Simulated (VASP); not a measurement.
The input files of a VASP run:

### KPOINTS
```
Automatic mesh
0
Gamma
14 14 14
0 0 0
```

**POSCAR**
```
NiAl
2.9111890
  1.0000001011   0.0000000000   0.0000000000
  0.0000000000   1.0000001011   0.0000000000
  0.0000000000   0.0000000000   1.0000001011
Al Ni
1 1
Direct
  0.5000000000   0.5000000000   0.5000000000
  0.0000000000   0.0000000000   0.0000000000
```

INCAR:
```
SYSTEM = NiAl
PREC = Accurate; ENCUT = 520; LREAL = .FALSE.
LASPH = .TRUE.
EDIFF = 1E-7; NELM = 100; ALGO = Normal
LMAXMIX = 4
ISMEAR = -5
GGA = RE
ISIF = 2
LWAVE = .FALSE.; LCHARG = .TRUE.; LORBIT = 11
NEDOS = 601
```

POTCAR, in this order: Al Ni (PBE.64 set). Program: vasp_std.

**Question.** Translate this revPBE calculation to Ansatz.

**Answer.** One equivalent input (not run):
Ansatz 0.2 input:
```yaml
crystal:
  lattice:
    - [2.9111893, 0.0000000, 0.0000000]
    - [0.0000000, 2.9111893, 0.0000000]
    - [0.0000000, 0.0000000, 2.9111893]
  atoms:
    - { symbol: Al, position: [0.5000000, 0.5000000, 0.5000000] }
    - { symbol: Ni, position: [0.0000000, 0.0000000, 0.0000000] }
kpoints:
  mp_grid: { grid: [14, 14, 14] }
hamiltonian:
  xc: revpbe
  pseudopotentials: { kind: paw }
scf:
  occupations: { method: tetrahedron }
  max_iter: 100
output: { forces: true, stress: true, eigenvalues: true }
```
What does not carry over: each code has its own PAW files, so the cut-off isn't converted (ENCUT is set for VASP's; basis.ecutwfc is left out, and Ansatz then takes the one that its files recommend); Ansatz stops its SCF on the density residual and VASP on the energy change (EDIFF).

The compound is NiAl in the CsCl type structure. It was relaxed first.
